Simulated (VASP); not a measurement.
Consider the following.

```
CELL_PARAMETERS angstrom
      4.45649     0.00000     0.00000
     -2.22824     3.85943     0.00000
      0.00000     0.00000    13.72598
ATOMIC_POSITIONS crystal
  Pb 0.66667 0.33333 0.50005
  Pb 0.33333 0.66667 0.00005
  I  0.66667 0.33333 0.86341
  I  0.33333 0.66667 0.36341
  I  0.00000 0.00000 0.13654
  I  0.00000 0.00000 0.63654
```

Level of theory: LDA (Ceperley-Alder, Perdew-Zunger), VASP's LDA PAW potentials (set 64) (plane waves; VASP). Run with 400 eV cut-off, Gaussian smearing of 0.050 eV, potentials Pb_d I.

Unless said otherwise, spin-orbit coupling is left out, though it shifts the bands of the heavy elements here.

Give the energies of bands 19 to 32 at the high-symmetry points, in eV from the valence-band maximum.

```csv
band,Γ,M,K,A,L,H
19,-1.41,-2.79,-3.36,-1.35,-2.47,-3.23
20,-1.41,-2.60,-2.88,-1.35,-2.47,-3.23
21,-1.20,-2.42,-2.78,-1.35,-2.30,-3.03
22,-1.20,-2.13,-2.78,-1.35,-2.30,-3.03
23,-1.16,-1.56,-2.10,-1.00,-1.86,-1.51
24,-1.16,-1.47,-1.77,-1.00,-1.86,-1.51
25,-1.02,-1.33,-1.77,-1.00,-1.20,-1.50
26,-0.92,-1.18,-1.00,-1.00,-1.20,-1.50
27,-0.92,-0.98,-0.44,-0.39,-0.76,-0.64
28,0.00,-0.87,-0.44,-0.39,-0.76,-0.64
29,1.93,2.49,2.88,2.07,2.64,3.38
30,2.21,3.00,3.23,2.07,2.64,3.38
31,2.96,3.34,3.23,3.02,3.62,3.45
32,2.96,3.59,4.04,3.02,3.62,3.45
```

The gap is direct, 1.93 eV, from the valence maximum at Γ to the conduction minimum at Γ.

The structure comes from a computed database's PbI2 entry (P6_3mc); how it stands against other phases isn't given here. It was relaxed first, which changed the volume by -12 %.
